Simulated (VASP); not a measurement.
A cell of CdSe (zinc blende) near equilibrium:

```
CdSe
1.0
    0.00000     3.06297     3.06297
    3.06297     0.00000     3.06297
    3.06297     3.06297     0.00000
Cd Se
1 1
Direct
  0.00000   0.00000   0.00000
  0.25000   0.25000   0.25000
```

The numbers are results of r2SCAN meta-GGA, VASP's PBE PAW potentials (set 64) (plane waves; VASP 6.6.1), not measurements.

```json
[
 {"run": "as it is", "ΔE (meV/atom)": "0.0", "σxx": "0.41", "σyy": "0.41", "σzz": "0.41", "largest shear component, with its sign (GPa)": "0.00", "gap (eV)": "1.04"},
 {"run": "after one change", "ΔE (meV/atom)": "50.4", "σxx": "6.45", "σyy": "6.45", "σzz": "6.45", "largest shear component, with its sign (GPa)": "0.00", "gap (eV)": "1.24"}
]
```
Stress is in GPa, positive when the cell is compressed; gaps are those on the k-mesh, and 0.00 means metallic.

### Question
Name the change that produced these shifts.
A. uniaxial strain of -2.0 % along y
B. isotropic strain of -3.0 %
C. biaxial strain of +1.5 % in the xz plane
D. uniaxial strain of -1.5 % along y

### Answer
B, isotropic strain of -3.0 %

The compound is CdSe in the zinc blende structure, whereas wurtzite is the usual form.
